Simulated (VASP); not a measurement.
# LiSb2P2 (I4/mmm) in VASP: reference runs

Reference runs on LiSb2P2: the cell as given.

All numbers are computed with VASP 6.6.1; they aren't measurements. Logs are shortened: lines on timing, memory, paths and dates and some standing lists are left out, and cuts for length are marked.

## Step 1: The crystal as given

The structure is tetragonal, space group I4/mmm (No. 139). The conventional cell has a = 4.506 Å, b = 4.506 Å, c = 11.011 Å, α = 90.00°, β = 90.00°, γ = 90.00°. Around Li (site symmetry 4/mmm) lie 8 Sb at 3.45 Å and 8 P at 3.56 Å. Around Sb (site symmetry 4mm) lie 1 Sb at 2.65 Å and 4 P at 2.67 Å. P (site symmetry -4m2) has 4 Sb at 2.67 Å as nearest neighbours.

The cell was built by a generator and needn't be a form met in nature.

## Step 2: Single point, PBE

File INCAR:

```
ALGO = Normal
EDIFF = 1E-7
ENCUT = 520
GGA = PE
ISIF = 2
ISMEAR = -1
LASPH = True
LCHARG = False
LREAL = False
LWAVE = False
NBANDS = 20
NELM = 100
PREC = Accurate
SIGMA = 0.05
```

File KPOINTS:

```
k-points
0
Gamma
  8 8 8
```

File POSCAR:

```
LiSb2P2
1.0
   -2.2530682300      2.2530682300      5.5057474600
    2.2530682300     -2.2530682300      5.5057474600
    2.2530682300      2.2530682300     -5.5057474600
Li Sb P
1 2 2
Direct
    0.0000000000      0.0000000000      0.0000000000
    0.6201511000      0.6201511000      0.0000000000
    0.3798489000      0.3798489000      0.0000000000
    0.7500000000      0.2500000000      0.5000000000
    0.2500000000      0.7500000000      0.5000000000
```

Potentials or basis: VASP PAW PBE potentials, release 64 (Li_sv, Sb, P).

Launch:

```console
$ cat potpaw_PBE.64/Li_sv/POTCAR potpaw_PBE.64/Sb/POTCAR potpaw_PBE.64/P/POTCAR > POTCAR
$ mpirun -np 1 vasp_std > vasp.out
```

OUTCAR:

```text
EDIFF = 1E-7
   ENCUT = 520
   GGA = PE
   ISIF = 2
   ISMEAR = -1
   LASPH = True
   LREAL = False
   NELM = 100
   PREC = Accurate

 ion  position               nearest neighbor table
   1  0.000  0.000  0.000-
   2  0.620  0.620  0.000-   3 2.65   4 2.67   5 2.67   4 2.67   5 2.67
   3  0.380  0.380  0.000-   2 2.65   4 2.67   5 2.67   5 2.67   4 2.67
   4  0.750  0.250  0.500-   3 2.67   2 2.67   3 2.67   2 2.67
   5  0.250  0.750  0.500-   3 2.67   2 2.67   3 2.67   2 2.67

  LATTYP: Found a body centered tetragonal cell.
 ALAT       =     4.5061364600
 C/A-ratio  =     2.4436665462

  Lattice vectors:

 A1 = (  -2.2530682300,   2.2530682300,   5.5057474600)
 A2 = (   2.2530682300,  -2.2530682300,   5.5057474600)
 A3 = (   2.2530682300,   2.2530682300,  -5.5057474600)

Analysis of symmetry for initial positions (statically):
=====================================================================
 Subroutine PRICEL returns:
 Original cell was already a primitive cell.

 Routine SETGRP: Setting up the symmetry group for a
 body centered tetragonal supercell.

 Subroutine GETGRP returns: Found 16 space group operations
 (whereof 16 operations were pure point group operations)
 out of a pool of 16 trial point group operations.

The static configuration has the point symmetry D_4h.

Analysis of symmetry for dynamics (positions and initial velocities):
=====================================================================
 Subroutine PRICEL returns:
 Original cell was already a primitive cell.

 Routine SETGRP: Setting up the symmetry group for a
 body centered tetragonal supercell.

 Subroutine GETGRP returns: Found 16 space group operations
 (whereof 16 operations were pure point group operations)
 out of a pool of 16 trial point group operations.

The dynamic configuration has the point symmetry D_4h.

 Subroutine INISYM returns: Found 16 space group operations
 (whereof 16 operations are pure point group operations),
 and found     1 'primitive' translations

----------------------------------------------------------------------------------------

                                     Primitive cell

  volume of cell :     111.7957

  direct lattice vectors                    reciprocal lattice vectors
    -2.253068230  2.253068230  5.505747460     0.000000000  0.221919600  0.090814191
     2.253068230 -2.253068230  5.505747460     0.221919600  0.000000000  0.090814191
     2.253068230  2.253068230 -5.505747460     0.221919600  0.221919600  0.000000000

  length of vectors
     6.361280374  6.361280374  6.361280374     0.239782247  0.239782247  0.313841708

  position of ions in fractional coordinates (direct lattice)
     0.000000000  0.000000000  0.000000000
     0.620151100  0.620151100  0.000000000
     0.379848900  0.379848900  0.000000000
     0.750000000  0.250000000  0.500000000
     0.250000000  0.750000000  0.500000000

  ion indices of the primitive-cell ions
   primitive index   ion index
                 1           1
                 2           2
                 3           3
                 4           4
                 5           5

----------------------------------------------------------------------------------------

 KPOINTS: k-points

Automatic generation of k-mesh.
 Grid dimensions read from file:
 generate k-points for:    8    8    8

 Generating k-lattice:

  Cartesian coordinates                     Fractional coordinates (reciprocal lattice)
     0.000000000  0.027739950  0.011351774     0.125000000 -0.000000000  0.000000000
     0.027739950  0.000000000  0.011351774    -0.000000000  0.125000000  0.000000000
     0.027739950  0.027739950  0.000000000     0.000000000  0.000000000  0.125000000

  Length of vectors
     0.029972781  0.029972781  0.039230213

  Shift w.r.t. Gamma in fractional coordinates (k-lattice)
     0.000000000  0.000000000  0.000000000

 Subroutine IBZKPT returns following result:
 ===========================================

 Found     59 irreducible k-points:

 Following reciprocal coordinates:
            Coordinates               Weight
  0.000000  0.000000  0.000000      1.000000
  0.125000  0.000000 -0.000000      8.000000
  0.250000  0.000000 -0.000000      8.000000
  0.375000 -0.000000  0.000000      8.000000
  0.500000  0.000000 -0.000000      4.000000
  0.125000  0.125000  0.000000      8.000000
[... 16 lines left out ...]
  0.250000  0.125000  0.125000     16.000000
  0.375000  0.125000  0.125000      8.000000
 [... further k-points ...]
   k-points           NKPTS =     59   k-points in BZ     NKDIM =     59   number of bands    NBANDS=     20
   number of dos      NEDOS =    301   number of ions     NIONS =      5
   total plane-waves  NPLWV = 110592
   dimension x,y,z NGX =    48 NGY =   48 NGZ =   48
   dimension x,y,z NGXF=    96 NGYF=   96 NGZF=   96
   ions per type =               1   2   2
   NGX,Y,Z   is equivalent  to a cutoff of  12.54, 12.54, 12.54 a.u.
   NGXF,Y,Z  is equivalent  to a cutoff of  25.09, 25.09, 25.09 a.u.
 SYSTEM =  unknown system
   PREC   = accura    normal or accurate (medium, high low for compatibility)
   ISTART =      0    job   : 0-new  1-cont  2-samecut
   ICHARG =      2    charge: 1-file 2-atom 10-const
   ISPIN  =      1    spin polarized calculation?
   LNONCOLLINEAR =      F non collinear calculations
   LSORBIT =      F    spin-orbit coupling
   LASPH  =      T    aspherical Exc in radial PAW
   ENCUT  =  520.0 eV  38.22 Ry    6.18 a.u.  11.83 11.83 11.83*2*pi/ulx,y,z
   NELM   =    100;   NELMIN=  2; NELMDL= -5     # of ELM steps
   EDIFF  = 0.1E-06   stopping-criterion for ELM
   LREAL  =      F    real-space projection
   EDIFFG = 0.1E-05   stopping-criterion for IOM
   NSW    =      0    number of steps for IOM
   IBRION =     -1    ionic relax: 0-MD 1-quasi-New 2-CG
   NFREE  =      0    steps in history (QN), initial steepest desc. (CG)
   ISIF   =      2    stress and relaxation
   ISYM   =      2    0-nonsym 1-usesym 2-fastsym
   POTIM  = 0.5000    time-step for ionic-motion
   TEBEG  =    0.0;   TEEND  =   0.0 temperature during run
   PSTRESS=    0.0 pullay stress
   NELECT =      23.0000    total number of electrons
   NUPDOWN=      -1.0000    fix difference up-down
   EMIN   =  10.00;   EMAX   =-10.00  energy-range for DOS
   EFERMI =   0.00;   METHOD = LEGACY
   ISMEAR =    -1;   SIGMA  =   0.05  broadening in eV -4-tet -1-fermi 0-gaus
   EFERMI_NEDOS =   21; number of points for ismear=-14 and -15
   IALGO  =     38    algorithm
   IMIX   =      4    mixing-type and parameters
     AMIX     =   0.40;   BMIX     =  1.00
     AMIX_MAG =   1.60;   BMIX_MAG =  1.00
  volume/ion in A,a.u.               =      22.36       150.89
  Fermi-wavevector in a.u.,A,eV,Ry     =   0.966442  1.826311 12.707979  0.934010
  Thomas-Fermi vector in A             =   2.096244
   LORBIT       =      0    0 simple, 1 ext, 2 COOP (PROOUT), +10 PAW based schemes
   GGA     = PE    functional components
   LHFCALC =     F    Hartree Fock is set to
   AEXX    =    0.0000 exact exchange contribution
   IVDW    =     0    specifies the selected vdW correction
   LEPSILON=     F    determine dielectric tensor
   LRPA    =     F    only Hartree local field effects (RPA)
 non-spin polarized calculation
  energy-cutoff  :      520.00
  volume of cell :      111.80
 maximum number of plane-waves:      3041
   NGX = 23   NGY = 23   NGZ = 23

 number of electron      23.0000005 magnetization

 Free energy of the ion-electron system (eV)
  ---------------------------------------------------
  ext. energy  EPLUGINS =         0.00000000
  ---------------------------------------------------
  free energy    TOTEN  =       -18.41918349 eV

  energy without entropy =      -18.39332707  energy(sigma->0) =      -18.40625528

 E-fermi :   6.7694     XC(G=0):  -9.4223

 val. band max:        6.7374124332   @ k =   0.3750   0.1250   0.1250
 cond. band min:       6.7774541564   @ k =  -0.2500   0.2500   0.0000
 fundamental gap:      0.0400417232
 Fermi energy:         6.7694386355

 k-point     1 :       0.0000    0.0000    0.0000
  band No.  band energies     occupation
      1     -41.2045      2.00000
      2      -7.3844      2.00000
      3      -2.6333      2.00000
      4      -2.2108      2.00000
      5      -2.0551      2.00000
      6       1.4265      2.00000
[... 12 lines left out ...]
     19      11.2612      0.00000
     20      13.1308      0.00000

 k-point     2 :       0.1250    0.0000   -0.0000
  band No.  band energies     occupation
      1     -41.2045      2.00000
      2      -7.2740      2.00000
      3      -2.9943      2.00000
      4      -2.4278      2.00000
      5      -1.7538      2.00000
      6       1.5051      2.00000
[... 12 lines left out ...]
     19      11.7913      0.00000
     20      12.6010      0.00000

 k-point     3 :       0.2500    0.0000   -0.0000
  band No.  band energies     occupation
      1     -41.2045      2.00000
      2      -6.9473      2.00000
      3      -3.7883      2.00000
      4      -2.6834      2.00000
      5      -1.3070      2.00000
      6       1.7387      2.00000
[... 12 lines left out ...]
     19      12.2885      0.00000
     20      12.4315      0.00000

 k-point     4 :       0.3750   -0.0000    0.0000
  band No.  band energies     occupation
      1     -41.2045      2.00000
      2      -6.4251      2.00000
      3      -4.7098      2.00000
      4      -2.7926      2.00000
      5      -1.0140      2.00000
      6       2.1029      2.00000
[... 429 lines left out ...]
 k-point    23 :       0.2500    0.1250    0.1250
  band No.  band energies     occupation
      1     -41.2045      2.00000
      2      -6.0411      2.00000
      3      -4.3371      2.00000
      4      -3.3074      2.00000
      5      -1.8122      2.00000
      6       0.8888      2.00000
[... 12 lines left out ...]
     19      11.6383      0.00000
     20      12.4139      0.00000

 k-point    24 :       0.3750    0.1250    0.1250
  band No.  band energies     occupation
      1     -41.2045      2.00000
      2      -5.5489      2.00000
      3      -4.9718      2.00000
      4      -3.2380      2.00000
      5      -1.8482      2.00000
      6       0.8518      2.00000
[... 12 lines left out ...]
     19      11.4186      0.00000
     20      12.3569      0.00000

 [... further k-points ...]

------------------------ aborting loop because EDIFF is reached ----------------------------------------

  FORCE on cell =-STRESS in cart. coord.  units (eV):
  Direction    XX          YY          ZZ          XY          YZ          ZX
  --------------------------------------------------------------------------------------
  -------------------------------------------------------------------------------------
  Total        5.5065234      5.5065234      9.6708849      0.0000000      0.0000000      0.0000000
  in kB       78.9156444     78.9156444    138.5963621      0.0000000      0.0000000      0.0000000
  external PRESSURE =      98.8092170 kB  Pullay stress =       0.0000000 kB

 VOLUME and BASIS-vectors are now :
 -----------------------------------------------------------------------------
  energy-cutoff  :      520.00
  volume of cell :      111.80
      direct lattice vectors                 reciprocal lattice vectors
    -2.253068230  2.253068230  5.505747460     0.000000000  0.221919600  0.090814191
     2.253068230 -2.253068230  5.505747460     0.221919600  0.000000000  0.090814191
     2.253068230  2.253068230 -5.505747460     0.221919600  0.221919600  0.000000000

 POSITION                                       TOTAL-FORCE (eV/Angst)
 -----------------------------------------------------------------------------------
      0.00000      0.00000      0.00000        -0.000000     -0.000000      0.000000
      0.00000      0.00000      6.82879        -0.000000     -0.000000      2.878076
      0.00000      0.00000      4.18270         0.000000      0.000000     -2.878076
      0.00000      2.25307      2.75287        -0.000000     -0.000000      0.000000
      2.25307      0.00000      2.75287        -0.000000     -0.000000      0.000000
 -----------------------------------------------------------------------------------
    total drift:                                0.000000     -0.000000      0.000000

  FREE ENERGIE OF THE ION-ELECTRON SYSTEM (eV)
  ---------------------------------------------------
  free  energy   TOTEN  =       -18.4191834884 eV

  energy  without entropy=      -18.3933270679  energy(sigma->0) =      -18.40625528
```

Run time: 2.1 min. Hardware: 1 thread of Intel Xeon 6975P-C (Granite Rapids), shared host; peak memory 0.39 GiB.

Results:

```yaml
Free_energy: -18.4192 eV
Largest_force: 2.878 eV/Å
Band_gap_on_the_k_mesh: none (metal or under the smearing width)
```

Forces in eV/Å, atoms in the order of the input:
```
Li   0.000  0.000  0.000
Sb   0.000  0.000  2.878
Sb   0.000  0.000 -2.878
P    0.000  0.000  0.000
P    0.000  0.000  0.000
```

Caveat: the cutoff is under 1.25 times the usual one of these potentials, so pressure, stress and relaxed cells hold a basis-set (Pulay) error; forces of over 1 eV/Å show positions far from the minimum, so gaps and moduli don't describe the material at rest. The run has no spin-orbit coupling, so splittings on Sb are missing.
